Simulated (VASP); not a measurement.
Given:

```yaml
crystal:
  lattice:
    - [0.00000, 2.33544, 2.33544]
    - [2.33544, 0.00000, 2.33544]
    - [2.33544, 2.33544, 0.00000]
  atoms:
    - { symbol: Na, position: [0.00000, 0.00000, 0.00000] }
    - { symbol: F, position: [0.50000, 0.50000, 0.50000] }
```

Level of theory: AM05 GGA, VASP's PBE PAW potentials (set 64) (plane waves; VASP). Settings: 520 eV cut-off, Gaussian smearing of 0.050 eV, potentials Na_pv F.

Question: Give the energies of bands 5 to 8 at the high-symmetry points, in eV from the valence-band maximum.

Answer: 
| band | Γ | X | U | L | W |
|---|---|---|---|---|---|
| 5 | 0.00 | -1.24 | -1.03 | -1.54 | -0.85 |
| 6 | 0.00 | -0.39 | -0.81 | -0.24 | -0.85 |
| 7 | 0.00 | -0.39 | -0.36 | -0.24 | -0.55 |
| 8 | 6.24 | 12.97 | 12.71 | 10.66 | 13.08 |

The gap is direct, 6.24 eV, from the valence maximum at Γ to the conduction minimum at Γ.

Measured: gap 11.70 eV (computed value off by -5.46 eV), as given by David Koller et al., Journal of Physics Condensed Matter (2013), arXiv:1304.4470.

The compound is NaF in the rock salt structure. It was relaxed first.
